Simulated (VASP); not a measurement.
A VASP calculation is set up with these files.

**INCAR**
```
! general
SYSTEM  = TlBr
PREC    = Accurate
ENCUT   = 400
LREAL   = .FALSE.
LASPH   = .TRUE.

! electronic loop
EDIFF   = 1E-6
NELM    = 100
ALGO    = Normal
LMAXMIX = 4

! smearing
ISMEAR  = 0
SIGMA   = 0.05

! functional
GGA     = PS

! ions
IBRION  = 2
NSW     = 60
ISIF    = 3
EDIFFG  = -0.01

! output
LWAVE   = .FALSE.
LCHARG  = .FALSE.
```

File POSCAR:
```
TlBr
1
    0.0000000000     3.2809927162     3.2809927162
    3.2809927162    -0.0000000000     3.2809927162
    3.2809927162     3.2809927162    -0.0000000000
Tl Br
1 1
Direct
  0.0000000000   0.0000000000   0.0000000000
  0.5000000000   0.5000000000   0.5000000000
```

### KPOINTS
```
Automatic mesh
0
Gamma
6 6 6
0 0 0
```

POTCAR, in this order: Tl_d Br (PBE.64 set). Program: vasp_std.

Question: Write an equivalent input for Quantum ESPRESSO's pw.x.

Answer: One equivalent input (not run):
```
&CONTROL
  calculation = 'vc-relax'
  pseudo_dir = './pseudo'
  outdir = './out'
  tprnfor = .true.
  tstress = .true.
  nstep = 60
  forc_conv_thr = 0.00039
/
&SYSTEM
  ibrav = 0
  nat = 2
  ntyp = 2
  ecutwfc = 62
  occupations = 'smearing'
  smearing = 'gaussian'
  degauss = 0.003675
  input_dft = 'pbesol'
/
&ELECTRONS
  conv_thr = 7.3e-08
  electron_maxstep = 100
/
&IONS
/
&CELL
/
ATOMIC_SPECIES
  Tl 204.380 Tl.upf
  Br 79.904 Br.upf
CELL_PARAMETERS angstrom
     0.0000000    3.2809927    3.2809927
     3.2809927   -0.0000000    3.2809927
     3.2809927    3.2809927   -0.0000000
ATOMIC_POSITIONS crystal
  Tl   0.0000000  0.0000000  0.0000000
  Br   0.5000000  0.5000000  0.5000000
K_POINTS automatic
  6 6 6 0 0 0
```
Limits of the translation: the potentials are each code's own (VASP's PAW set, PseudoDojo norm-conserving files in pw.x), so ENCUT and ecutwfc are chosen apart and not converted; conv_thr bounds pw.x's estimated SCF error, while EDIFF bounds the energy change between steps; forc_conv_thr acts on force components and is met together with etot_conv_thr.

The structure comes from a computed database's TlBr entry (Fm-3m); how it stands against other phases isn't given here. This run relaxes it. Symmetry was kept, so distortions that lower it aren't found. The start is the result of an earlier pass.
